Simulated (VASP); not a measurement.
All values below come from PBE GGA, VASP's PBE PAW potentials (set 64) (plane waves; VASP).

VASP input:

File KPOINTS:
```
kpoints
0
gamma
  6 6 6
0 0 0
```

File POSCAR:
```
KI
1.0
  0.0000000000   3.4493675556   3.4493675556
  3.4493675556   0.0000000000   3.4493675556
  3.4493675556   3.4493675556   0.0000000000
K I
1 1
direct
  0.0000000000   0.0000000000   0.0000000000
  0.5000000000   0.5000000000   0.5000000000
```

**INCAR**
```
SYSTEM = KI
PREC = Accurate; ENCUT = 480; LREAL = .False.
LASPH = .True.
EDIFF = 1E-7; NELM = 100; ALGO = Normal
LMAXMIX = 4
ISMEAR = 0; SIGMA = 0.05
GGA = PE
IBRION = 2; NSW = 30; ISIF = 2
EDIFFG = -0.01
LWAVE = .False.; LCHARG = .False.
```

POTCAR, in this order: K_sv I (PBE.64 set). Program: vasp_std.

Unless said otherwise, spin-orbit coupling is left out, though it shifts the bands of the heavy elements here.

Problem. Predict the energy per atom (σ→0), pressure, band gap (on the k-mesh).

Solution. 
```
Property                          Result
------------------------  --------------
energy per atom (σ→0)     -2756 meV/atom
band gap (on the k-mesh)         4.14 eV
pressure                        1.75 GPa
```

File OSZICAR:
```
...
DAV:   9    -0.551191001813E+01   -0.32322E-03   -0.71612E-04   496   0.183E-01    0.684E-02
DAV:  10    -0.551216056305E+01   -0.25054E-03   -0.26840E-04   444   0.113E-01    0.298E-02
DAV:  11    -0.551217439015E+01   -0.13827E-04   -0.36058E-05   492   0.368E-02    0.109E-02
DAV:  12    -0.551217534540E+01   -0.95525E-06   -0.47738E-06   460   0.193E-02    0.137E-02
DAV:  13    -0.551217576878E+01   -0.42339E-06   -0.11828E-06   484   0.751E-03    0.403E-03
DAV:  14    -0.551217561178E+01    0.15700E-06   -0.14876E-07   452   0.279E-03    0.860E-04
DAV:  15    -0.551217557836E+01    0.33421E-07   -0.88594E-09   320   0.826E-04
   1 F= -.55121756E+01 E0= -.55121756E+01  d E =-.551218E+01
```

The compound is KI in the rock salt structure. This cell was strained or had an atom moved on purpose.
